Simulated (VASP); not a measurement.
# Be3CdTe4 (P-4m2) in VASP: further runs, part 2 of 2

VASP 6.6.1. The steps go on from the part before.

## (4) Relaxation of cell and atoms, PBE

This run uses another cell than the first one, of 25.88 Å³/atom, 1.006 times its volume.

INCAR

```
SYSTEM = Be3CdTe4
PREC = Accurate
ENCUT = 520
EDIFF = 1E-6
ISMEAR = 0
SIGMA = 0.03
LREAL = .False.
LASPH = .True.
NELM = 120
ALGO = Normal
ISIF = 3
LWAVE = .False.
LCHARG = .False.
GGA = PE
IBRION = 2
NSW = 90
EDIFFG = -0.01
KPAR = 8
```

KPOINTS

```
regular mesh
0
Gamma
  4 4 4
  0 0 0
```

POSCAR

```
Be3CdTe4
1.0
    5.9160000000      0.0000000000      0.0000000000
    0.0000000000      5.9160000000      0.0000000000
    0.0000000000      0.0000000000      5.9160000000
Be Cd Te
3 1 4
Direct
    0.0000000000      0.5000000000      0.5000000000
    0.5000000000      0.5000000000      0.0000000000
    0.5000000000      0.0000000000      0.5000000000
    0.0000000000      0.0000000000      0.0000000000
    0.7310682900      0.7310682900      0.2689317100
    0.7310682900      0.2689317100      0.7310682900
    0.2689317100      0.7310682900      0.7310682900
    0.2689317100      0.2689317100      0.2689317100
```

Run with:

```console
cat potpaw_PBE.64/Be/POTCAR potpaw_PBE.64/Cd/POTCAR potpaw_PBE.64/Te/POTCAR > POTCAR
mpirun -np 8 vasp_std > vasp.out
```

Wall time 75 s (8 MPI ranks of Intel Xeon Platinum 8375C at 2.90GHz (Ice Lake), shared host); peak memory 0.38 GiB.

Results (log left out):

| Item | Value |
| --- | --- |
| Free energy | -27.1399 eV |
| Relaxed volume | 25.92 Å³/atom |
| Relaxed cell | a = 5.919 Å, b = 5.919 Å, c = 5.919 Å, α = 90.00°, β = 90.00°, γ = 90.00° |
| Space group after relaxing (to 0.05 Å) | P-43m (No. 215) |
| Energy gained by relaxing | 0.0 meV/atom |
| Ionic steps | 4 |
| Pressure after relaxing | 0.0 GPa |
| Largest force after relaxing | 0.003 eV/Å |
| Band gap on the k mesh | 1.87 eV, direct |

Forces on the atoms (eV/Å):
```
Be   0.000  0.000  0.000
Be   0.000  0.000  0.000
Be   0.000  0.000  0.000
Cd   0.000  0.000  0.000
Te  -0.002 -0.002  0.002
Te  -0.002  0.002 -0.002
Te   0.002 -0.002 -0.002
Te   0.002  0.002  0.002
```

The path:
```csv
step,energy change (eV),largest force (eV/Å),pressure (GPa),volume (Å³)
1,0.0000,0.0292,0.07,207.05
2,-0.0002,0.0103,-0.03,207.41
3,-0.0002,0.0102,-0.02,207.42
4,-0.0002,0.0035,-0.01,207.34
```

Final structure:
```xyz
8
Lattice="5.9187 0.0000 0.0000 0.0000 5.9187 0.0000 0.0000 0.0000 5.9187" Properties=species:S:1:pos:R:3 pbc="T T T"
Be    0.0000    2.9594    2.9594
Be    2.9594    2.9594    5.9187
Be    2.9594    0.0000    2.9594
Cd    0.0000    0.0000    5.9187
Te    4.3259    4.3259    1.5929
Te    4.3259    1.5929    4.3259
Te    1.5929    4.3259    4.3259
Te    1.5929    1.5929    1.5929
```

Levels at points of the mesh, in eV from the valence-band top:
```tsv
k point	band 19	band 20	band 21	band 22	band 23	band 24
(0.00, 0.00, 0.00)	0.00	0.00	0.00	1.87	2.17	2.17
(0.50, 0.00, 0.00)	-1.74	-0.99	-0.99	2.48	2.95	3.64
(0.50, 0.50, 0.00)	-1.05	-0.73	-0.73	3.23	3.23	3.44
(0.50, 0.50, 0.50)	-0.51	-0.51	-0.51	2.19	2.51	2.51
```

Caveat: spin-orbit coupling is left out, which moves the levels of the heavy elements.

## (5) Relaxation of cell and atoms, PBE

This run uses another cell than the first one, of 25.92 Å³/atom, 1.007 times its volume.

INCAR: that of step 4 with these lines changed.

```diff
@@ -3,3 +3,3 @@
 ENCUT = 520
-EDIFF = 1E-6
+EDIFF = 1E-7
 ISMEAR = 0
@@ -15,4 +15,5 @@
 IBRION = 2
-NSW = 90
-EDIFFG = -0.01
+NSW = 60
+EDIFFG = -0.005
+POTIM = 0.3
 KPAR = 8
```

KPOINTS is that of step 4.

POSCAR

```
Be3CdTe4                                
1.0
    5.9187352380     -0.0000000000     -0.0000000000
    0.0000000000      5.9187352380      0.0000000000
   -0.0000000000     -0.0000000000      5.9187352380
  Be              Cd              Te            
     3     1     4
Direct
     0.0000000000000000    0.5000000000000000    0.5000000000000000
     0.5000000000000000    0.5000000000000000    1.0000000000000000
     0.5000000000000000    0.0000000000000000    0.5000000000000000
     0.0000000000000000    0.0000000000000000    1.0000000000000000
     0.7308767264838482    0.7308767264838482    0.2691232735161517
     0.7308767264838482    0.2691232735161517    0.7308767264838482
     0.2691232735161517    0.7308767264838482    0.7308767264838482
     0.2691232735161517    0.2691232735161517    0.2691232735161517
```

Potentials or basis: VASP PAW PBE potentials, release 64 (Be, Cd, Te).

Run with:

```console
cat potpaw_PBE.64/Be/POTCAR potpaw_PBE.64/Cd/POTCAR potpaw_PBE.64/Te/POTCAR > POTCAR
mpirun -np 8 vasp_std > vasp.out
```

OUTCAR:

```text
SYSTEM = Be3CdTe4
   PREC = Accurate
   ENCUT = 520
   EDIFF = 1E-7
   ISMEAR = 0
   LREAL = .False.
   LASPH = .True.
   NELM = 120
   ISIF = 3
   GGA = PE
   IBRION = 2
   NSW = 60
   EDIFFG = -0.005
   POTIM = 0.3

 ion  position               nearest neighbor table
   1  0.000  0.500  0.500-   5 2.50   6 2.50   7 2.50   8 2.50
   2  0.500  0.500  0.000-   5 2.50   6 2.50   7 2.50   8 2.50
   3  0.500  0.000  0.500-   5 2.50   6 2.50   7 2.50   8 2.50
   4  0.000  0.000  0.000-   5 2.76   6 2.76   7 2.76   8 2.76
   5  0.731  0.731  0.269-   1 2.50   3 2.50   2 2.50   4 2.76
   6  0.731  0.269  0.731-   1 2.50   3 2.50   2 2.50   4 2.76
   7  0.269  0.731  0.731-   1 2.50   3 2.50   2 2.50   4 2.76
   8  0.269  0.269  0.269-   1 2.50   3 2.50   2 2.50   4 2.76

  LATTYP: Found a simple cubic cell.
 ALAT       =     5.9187352380

  Lattice vectors:

 A1 = (   5.9187352380,   0.0000000000,   0.0000000000)
 A2 = (   0.0000000000,   5.9187352380,   0.0000000000)
 A3 = (   0.0000000000,   0.0000000000,   5.9187352380)

Analysis of symmetry for initial positions (statically):
=====================================================================
 Subroutine PRICEL returns:
 Original cell was already a primitive cell.

 Routine SETGRP: Setting up the symmetry group for a
 simple cubic supercell.

 Subroutine GETGRP returns: Found 24 space group operations
 (whereof 24 operations were pure point group operations)
 out of a pool of 48 trial point group operations.

The static configuration has the point symmetry T_d .

Analysis of symmetry for dynamics (positions and initial velocities):
=====================================================================
 Subroutine PRICEL returns:
 Original cell was already a primitive cell.

 Routine SETGRP: Setting up the symmetry group for a
 simple cubic supercell.

 Subroutine GETGRP returns: Found 24 space group operations
 (whereof 24 operations were pure point group operations)
 out of a pool of 48 trial point group operations.

The dynamic configuration has the point symmetry T_d .

 Subroutine INISYM returns: Found 24 space group operations
 (whereof 24 operations are pure point group operations),
 and found     1 'primitive' translations

----------------------------------------------------------------------------------------

                                     Primitive cell

  volume of cell :     207.3417

  direct lattice vectors                    reciprocal lattice vectors
     5.918735238  0.000000000  0.000000000     0.168955015  0.000000000  0.000000000
     0.000000000  5.918735238  0.000000000     0.000000000  0.168955015  0.000000000
     0.000000000  0.000000000  5.918735238     0.000000000  0.000000000  0.168955015

  length of vectors
     5.918735238  5.918735238  5.918735238     0.168955015  0.168955015  0.168955015

  position of ions in fractional coordinates (direct lattice)
     0.000000000  0.500000000  0.500000000
     0.500000000  0.500000000  0.000000000
     0.500000000  0.000000000  0.500000000
     0.000000000  0.000000000  0.000000000
     0.730876726  0.730876726  0.269123274
[... 48 lines left out ...]
  0.500000  0.500000  0.000000      3.000000
  0.250000  0.250000  0.250000      8.000000
  0.500000  0.250000  0.250000     12.000000
  0.500000  0.500000  0.250000      6.000000
  0.500000  0.500000  0.500000      1.000000
   k-points           NKPTS =     10   k-points in BZ     NKDIM =     10   number of bands    NBANDS=     26
   number of dos      NEDOS =    301   number of ions     NIONS =      8
   total plane-waves  NPLWV = 110592
   dimension x,y,z NGX =    48 NGY =   48 NGZ =   48
   dimension x,y,z NGXF=    96 NGYF=   96 NGZF=   96
   ions per type =               3   1   4
   NGX,Y,Z   is equivalent  to a cutoff of  13.48, 13.48, 13.48 a.u.
   NGXF,Y,Z  is equivalent  to a cutoff of  26.96, 26.96, 26.96 a.u.
 SYSTEM =  Be3CdTe4
   PREC   = accura    normal or accurate (medium, high low for compatibility)
   ISTART =      0    job   : 0-new  1-cont  2-samecut
   ICHARG =      2    charge: 1-file 2-atom 10-const
   ISPIN  =      1    spin polarized calculation?
   LNONCOLLINEAR =      F non collinear calculations
   LSORBIT =      F    spin-orbit coupling
   LASPH  =      T    aspherical Exc in radial PAW
   ENCUT  =  520.0 eV  38.22 Ry    6.18 a.u.  11.00 11.00 11.00*2*pi/ulx,y,z
   NELM   =    120;   NELMIN=  2; NELMDL= -5     # of ELM steps
   EDIFF  = 0.1E-06   stopping-criterion for ELM
   LREAL  =      F    real-space projection
   EDIFFG = -.5E-02   stopping-criterion for IOM
   NSW    =     60    number of steps for IOM
   IBRION =      2    ionic relax: 0-MD 1-quasi-New 2-CG
   NFREE  =      1    steps in history (QN), initial steepest desc. (CG)
   ISIF   =      3    stress and relaxation
   ISYM   =      2    0-nonsym 1-usesym 2-fastsym
   POTIM  = 0.3000    time-step for ionic-motion
   TEBEG  =    0.0;   TEEND  =   0.0 temperature during run
   PSTRESS=    0.0 pullay stress
   NELECT =      42.0000    total number of electrons
   NUPDOWN=      -1.0000    fix difference up-down
   EMIN   =  10.00;   EMAX   =-10.00  energy-range for DOS
   EFERMI =   0.00;   METHOD = LEGACY
   ISMEAR =     0;   SIGMA  =   0.03  broadening in eV -4-tet -1-fermi 0-gaus
   EFERMI_NEDOS =   21; number of points for ismear=-14 and -15
   IALGO  =     38    algorithm
   IMIX   =      4    mixing-type and parameters
     AMIX     =   0.40;   BMIX     =  1.00
     AMIX_MAG =   1.60;   BMIX_MAG =  1.00
  volume/ion in A,a.u.               =      25.92       174.90
  Fermi-wavevector in a.u.,A,eV,Ry     =   0.961455  1.816887 12.577170  0.924396
  Thomas-Fermi vector in A             =   2.090828
   LORBIT       =      0    0 simple, 1 ext, 2 COOP (PROOUT), +10 PAW based schemes
   GGA     = PE    functional components
   LHFCALC =     F    Hartree Fock is set to
   AEXX    =    0.0000 exact exchange contribution
   IVDW    =     0    specifies the selected vdW correction
   LEPSILON=     F    determine dielectric tensor
   LRPA    =     F    only Hartree local field effects (RPA)
 conjugate gradient relaxation of ions
 non-spin polarized calculation
 Gauss-broadening in eV      SIGMA  =   0.03
  energy-cutoff  :      520.00
  volume of cell :      207.34
 maximum number of plane-waves:      5628
 NGX is ok and might be reduce to    48
   NGX = 23   NGY = 23   NGZ = 23

 number of electron      42.0000003 magnetization

 Free energy of the ion-electron system (eV)
  ---------------------------------------------------
  ext. energy  EPLUGINS =         0.00000000
  ---------------------------------------------------
  free energy    TOTEN  =       -27.13995367 eV

  energy without entropy =      -27.13995367  energy(sigma->0) =      -27.13995367

 E-fermi :   4.1166     XC(G=0):  -8.8243

 val. band max:        3.9695946774   @ k =   0.0000   0.0000   0.0000
 cond. band min:       5.8440285739   @ k =   0.0000   0.0000   0.0000
 fundamental gap:      1.8744338966
 Fermi energy:         4.1166360219

 k-point     1 :       0.0000    0.0000    0.0000
  band No.  band energies     occupation
      1      -7.8628      2.00000
      2      -6.5109      2.00000
      3      -6.5109      2.00000
      4      -6.5109      2.00000
      5      -4.1093      2.00000
      6      -4.1093      2.00000
[... 279 lines left out ...]
     25       6.4818      0.00000
     26       8.1745      0.00000

------------------------ aborting loop because EDIFF is reached ----------------------------------------

  FORCE on cell =-STRESS in cart. coord.  units (eV):
  Direction    XX          YY          ZZ          XY          YZ          ZX
  --------------------------------------------------------------------------------------
  -------------------------------------------------------------------------------------
  Total       -0.0066429     -0.0066429     -0.0066429      0.0000000      0.0000000     -0.0000000
  in kB       -0.0513311     -0.0513311     -0.0513311      0.0000000      0.0000000     -0.0000000
  external PRESSURE =      -0.0513311 kB  Pullay stress =       0.0000000 kB

 VOLUME and BASIS-vectors are now :
 -----------------------------------------------------------------------------
  energy-cutoff  :      520.00
  volume of cell :      207.34
      direct lattice vectors                 reciprocal lattice vectors
     5.918735238  0.000000000  0.000000000     0.168955015  0.000000000  0.000000000
     0.000000000  5.918735238  0.000000000     0.000000000  0.168955015  0.000000000
     0.000000000  0.000000000  5.918735238     0.000000000  0.000000000  0.168955015

 POSITION                                       TOTAL-FORCE (eV/Angst)
 -----------------------------------------------------------------------------------
      0.00000      2.95937      2.95937        -0.000000      0.000000      0.000000
      2.95937      2.95937      0.00000        -0.000000      0.000000      0.000000
      2.95937      0.00000      2.95937        -0.000000      0.000000      0.000000
      0.00000      0.00000      0.00000        -0.000000      0.000000      0.000000
      4.32587      4.32587      1.59287        -0.002099     -0.002099      0.002099
      4.32587      1.59287      4.32587        -0.002099      0.002099     -0.002099
      1.59287      4.32587      4.32587         0.002099     -0.002099     -0.002099
      1.59287      1.59287      1.59287         0.002099      0.002099      0.002099
 -----------------------------------------------------------------------------------
    total drift:                               -0.000000     -0.000000      0.000000

  FREE ENERGIE OF THE ION-ELECTRON SYSTEM (eV)
  ---------------------------------------------------
  free  energy   TOTEN  =       -27.1399536650 eV

  energy  without entropy=      -27.1399536650  energy(sigma->0) =      -27.13995367

 reached required accuracy - stopping structural energy minimisation
```

Run time: 40 s. Hardware: 8 MPI ranks of Intel Xeon Platinum 8375C at 2.90GHz (Ice Lake), shared host; peak memory 0.34 GiB.

What came out:

- Free energy: -27.1400 eV
- Pressure after relaxing: 0.0 GPa
- Largest force after relaxing: 0.004 eV/Å
- Band gap on the k mesh: 1.87 eV, direct

Forces on the atoms (eV/Å):
```
Be   0.000  0.000  0.000
Be   0.000  0.000  0.000
Be   0.000  0.000  0.000
Cd   0.000  0.000  0.000
Te  -0.002 -0.002  0.002
Te  -0.002  0.002 -0.002
Te   0.002 -0.002 -0.002
Te   0.002  0.002  0.002
```

Final structure:
```
Be Cd Te
1.0
     5.91874    0.00000    0.00000
     0.00000    5.91874    0.00000
     0.00000    0.00000    5.91874
Be Cd Te
3 1 4
Cartesian
  0.0000 2.9594 2.9594
  2.9594 2.9594 0.0000
  2.9594 0.0000 2.9594
  0.0000 0.0000 0.0000
  4.3259 4.3259 1.5929
  4.3259 1.5929 4.3259
  1.5929 4.3259 4.3259
  1.5929 1.5929 1.5929
```

Caveat: the relaxation stopped at its first step, so nothing moved; spin-orbit coupling is left out, which moves the levels of the heavy elements. A k mesh can miss the band edges.

## (6) The runs side by side

| task | level | cell | k mesh | gap on the mesh (eV) | pressure (GPa) |
| --- | --- | --- | --- | --- | --- |
| relaxation of cell and atoms | PBE | relaxed | 6 × 6 × 2 | 1.79 | 0.0 |
| single point | r2SCAN | P-4m2, 25.76 Å³/atom | 6 × 6 × 2 | 2.12 | -0.5 |
| relaxation of cell and atoms | PBE | relaxed | 4 × 4 × 4 | 1.87 | 0.0 |

Alike in all rows: potentials or basis VASP PAW PBE potentials, release 64 (Be, Cd, Te); no spin polarisation; cutoff (eV) 520; smearing gaussian 0.03 eV.

Caveats: spin-orbit coupling is left out, which moves the levels of the heavy elements; the PAW data sets were made with another functional, which shifts forces and pressure a little (some runs); the relaxation stopped at its first step, so nothing moved (some runs).

Total energies depend on the potentials used, so only differences within one code and one set of settings carry meaning.
